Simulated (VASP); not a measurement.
Level of theory: PBEsol GGA, VASP's PBE PAW potentials (set 64) (plane waves; VASP).

Input for VASP

### POSCAR
```
HgZn3Te4
1
    0.0000000000     3.0859888674     3.0859888674
    3.0859888674     0.0000000000     3.0859888674
   12.3679162375    12.3679162375    -0.0239607680
Zn Te Hg
3 4 1
Direct
  0.9886984555   0.9886984555   0.0084761584
  0.9994179859   0.9994179859   0.2504365105
  0.0089715585   0.0089715585   0.4932713311
  0.2447183181   0.2447183181   0.0664612614
  0.2544487488   0.2544487488   0.3091634384
  0.2652417431   0.2652417431   0.5510686927
  0.2326492857   0.2326492857   0.8255130357
  0.0058539043   0.0058539043   0.7456095718
```

### KPOINTS
```
Automatic mesh
0
Gamma
7 7 2
0 0 0
```

### INCAR
```
! general
SYSTEM   =  HgZn3Te4
PREC     =  Accurate
ENCUT    =  400
LREAL    =  F   ! projection in real space or not
LASPH    =  T

! electronic loop
EDIFF    =  1E-7
NELM     =  100
ALGO     =  Normal   ! blocked Davidson
LMAXMIX  =  6   ! l cut-off of mixed one-centre charges

! smearing
ISMEAR   =  -5   ! tetrahedra, Bloechl

! functional
GGA      =  PS   ! PBEsol

! ions
ISIF     =  2

! output
LWAVE    =  F
LCHARG   =  T
LORBIT   =  11
NEDOS    =  601

! other
LEFG     =  T
```

POTCAR, in this order: Zn Te Hg (PBE.64 set). Program: vasp_std.

Unless said otherwise, spin-orbit coupling is left out, though it shifts the bands of the heavy elements here.

Q: Estimate the energy per atom (σ→0), band gap (on the k-mesh).

A: 
- energy per atom (σ→0): -2.747 eV/atom
- band gap (on the k-mesh): 0.36 eV

### OSZICAR
```
...
DAV:  11    -0.219790518387E+02    0.10964E-03   -0.86214E-04  3199   0.434E-01    0.617E-02
DAV:  12    -0.219790661794E+02   -0.14341E-04   -0.12200E-04  3044   0.115E-01    0.400E-02
DAV:  13    -0.219790722695E+02   -0.60901E-05   -0.22895E-05  3221   0.764E-02    0.261E-02
DAV:  14    -0.219790773774E+02   -0.51079E-05   -0.16766E-05  2927   0.429E-02    0.146E-02
DAV:  15    -0.219790773375E+02    0.39870E-07   -0.52429E-06  3184   0.265E-02    0.638E-03
DAV:  16    -0.219790776419E+02   -0.30436E-06   -0.17424E-06  3025   0.112E-02    0.377E-03
DAV:  17    -0.219790776948E+02   -0.52863E-07   -0.29488E-07  2485   0.633E-03
   1 F= -.21979078E+02 E0= -.21979078E+02  d E =0.000000E+00
```

The structure was generated: HgZn3Te4 was put into an ordered model structure (R3m), which need not be its known phase. It was relaxed first.
